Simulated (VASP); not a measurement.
An input for Quantum ESPRESSO's pw.x (written as the equivalent of a VASP run, and not itself run):

```
&CONTROL
  calculation = 'scf'
  pseudo_dir = './pseudo'
  outdir = './out'
  tprnfor = .true.
  tstress = .true.
/
&SYSTEM
  ibrav = 0
  nat = 2
  ntyp = 2
  ecutwfc = 84
  occupations = 'smearing'
  smearing = 'methfessel-paxton'
  degauss = 0.00735
  input_dft = 'rpbe'
/
&ELECTRONS
  conv_thr = 7.3e-09
  electron_maxstep = 100
/
ATOMIC_SPECIES
  Al 26.982 Al.upf
  Ru 101.070 Ru.upf
CELL_PARAMETERS angstrom
     2.9590764    0.0000000    0.0000000
     0.0000000    2.9590764    0.0000000
     0.0000000    0.0000000    2.9590764
ATOMIC_POSITIONS crystal
  Al   0.5000000  0.5000000  0.5000000
  Ru   0.0000000  0.0000000  0.0000000
K_POINTS automatic
  12 12 12 0 0 0
```

Q: Write the VASP files for the same calculation (RPBE).

A: This is not unique; one that fits is 
**POSCAR**
```
RuAl
1
    2.9590764409     0.0000000000     0.0000000000
    0.0000000000     2.9590764409     0.0000000000
    0.0000000000     0.0000000000     2.9590764409
Al Ru
1 1
Direct
  0.5000000000   0.5000000000   0.5000000000
  0.0000000000   0.0000000000   0.0000000000
```

INCAR:
```
SYSTEM  =  RuAl
PREC  =  Accurate; ENCUT  =  520; LREAL  =  F
LASPH  =  T
EDIFF  =  1E-7; NELM  =  100; ALGO  =  Normal
LMAXMIX  =  4
ISMEAR  =  1; SIGMA  =  0.1
GGA  =  RP
ISIF  =  2
LWAVE  =  F; LCHARG  =  F
```

KPOINTS:
```
Automatic mesh
0
Gamma
12 12 12
0 0 0
```

POTCAR, in this order: Al Ru_pv (PBE.64 set). Program: vasp_std.

What does not carry over: the potentials are each code's own (VASP's PAW set, PseudoDojo norm-conserving files in pw.x), so ENCUT and ecutwfc are chosen apart and not converted; conv_thr bounds pw.x's estimated SCF error, while EDIFF bounds the energy change between steps.

The compound is RuAl in the CsCl type structure. This cell is one point of a volume scan, at 0.94 of the reference volume.
